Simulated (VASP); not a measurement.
Given:

```xyz
5
Lattice="4.1143 0.0000 0.0000 0.0000 4.1143 0.0000 0.0000 0.0000 4.1143" Properties=species:S:1:pos:R:3 pbc="T T T"
Ba     0.0000     0.0000     0.0000
Zr     2.0571     2.0571     2.0571
O      2.0571     0.0000     2.0571
O      0.0000     2.0571     2.0571
O      2.0571     2.0571     0.0000
```

Level of theory: PBEsol GGA, VASP's PBE PAW potentials (set 64) (plane waves; VASP). Numerical set-up: 620 eV cut-off, 6×6×6 Γ-centred mesh, Gaussian smearing of 0.050 eV, potentials Ba_sv Zr_sv O.

Unless said otherwise, spin-orbit coupling is left out, though it shifts the bands of the heavy elements here.

**Question.** Predict the energy per atom (σ→0), pressure, band gap (on the k-mesh) with the smallest direct gap where there is one.

**Answer.** 
```yaml
band gap (on the k-mesh): 3.22 eV
smallest direct gap (on the k-mesh): 3.36 eV
energy per atom (σ→0): -8.702 eV/atom
pressure: 99.5 kbar
```

The absolute energy has meaning only against runs of the same code, potentials and settings.

The compound is BaZrO3 in the cubic perovskite structure. It was relaxed first under an external pressure of 10 GPa.
